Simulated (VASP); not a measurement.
Data:

```yaml
crystal:
  lattice:
    - [2.90958, 0.00000, 0.00000]
    - [0.00000, 2.90958, 0.00000]
    - [0.00000, 0.00000, 2.90958]
  atoms:
    - { symbol: Zn, position: [0.50000, 0.50000, 0.50000] }
    - { symbol: Cu, position: [0.00000, 0.00000, 0.00000] }
```

These are PBEsol GGA, VASP's PBE PAW potentials (set 64) (plane waves; VASP) values and carry that method's errors. Settings: PREC = Normal, EDIFF = 1E-5, 400 eV cut-off, 14×14×14 Γ-centred mesh, first-order Methfessel-Paxton smearing of 0.10 eV, potentials Zn Cu.

What does the run give for the energy per atom (σ→0), band gap (on the k-mesh) with the smallest direct gap where there is one?

| Property | Value |
|---|---|
| band gap (on the k-mesh) | none (metal, semimetal or under 0.01 eV) |
| energy per atom (σ→0) | -3.049 eV/atom |

The absolute energy has meaning only against runs of the same code, potentials and settings.

The compound is CuZn in the CsCl type structure. It was relaxed first. The electron count is odd and the run is not spin-polarised, which forces a metal.
